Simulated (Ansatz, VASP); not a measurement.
Two plane-wave programs on LiBeF3

File INCAR:

```
SYSTEM = LiBeF3
PREC = Accurate ; ENCUT = 520
EDIFF = 1E-7 ; ISMEAR = 0
SIGMA = 0.1 ; LREAL = .FALSE.
LASPH = .TRUE. ; NELM = 80
ALGO = Normal ; ISIF = 2
LWAVE = .FALSE. ; LCHARG = .FALSE.
GGA = PE ; NBANDS = 21
```

Contents of KPOINTS:

```
regular mesh
0
G
  6 6 6
  0 0 0
```

Contents of POSCAR:

```
LiBeF3
1.0
    3.2498404491      0.0000000000      0.0000000000
    0.0000000000      3.2498404491      0.0000000000
    0.0000000000      0.0000000000      3.2498404491
Li Be F
1 1 3
Direct
    0.5000000000      0.5000000000      0.5000000000
    0.0000000000      0.0000000000      0.0000000000
    0.0000000000      0.5000000000      0.5000000000
    0.5000000000      0.5000000000      0.0000000000
    0.5000000000      0.0000000000      0.5000000000
```

Input for Ansatz:

```yaml
crystal:
  lattice:
    - [3.2498404491, 0.0, 0.0]
    - [0.0, 3.2498404491, 0.0]
    - [0.0, 0.0, 3.2498404491]
  atoms:
    - { symbol: Li, position: [0.5, 0.5, 0.5] }
    - { symbol: Be, position: [0.0, 0.0, 0.0] }
    - { symbol: F, position: [0.0, 0.5, 0.5] }
    - { symbol: F, position: [0.5, 0.5, 0.0] }
    - { symbol: F, position: [0.5, 0.0, 0.5] }
basis:
  ecutwfc: 420
kpoints:
  mp_grid: { grid: [6, 6, 6] }
hamiltonian:
  xc: pbe
scf:
  occupations: { method: gaussian, width: 0.1 }
output:
  forces: true
  stress: true
  eigenvalues: true
```

The cell comes from a database or a generator and needn't be the stable form of this composition.

Alike in both runs: task single point; functional PBE; k mesh 6 × 6 × 6; occupations gaussian, width 0.1 eV; no spin polarisation.

|  | VASP | Ansatz |
| --- | --- | --- |
| version | VASP 6.6.1 | Ansatz 0.2.0 |
| potentials or method | VASP PAW PBE potentials, release 64 (Li_sv, Be, F) | scalar-relativistic, plane waves, PAW |
| plane-wave cutoff (eV) | 520 | 420 |
| valence electrons in the cell | 26 | 26 |

```csv
,VASP,Ansatz,Ansatz less VASP
gap on the k mesh at the Fermi level (eV),2.56,2.59,+0.026
least direct gap on the mesh (eV),3.09,3.12,+0.030
```

The functional is the same, so the differences come from potentials, cutoffs and numerics.

 A k mesh can miss the band edges.
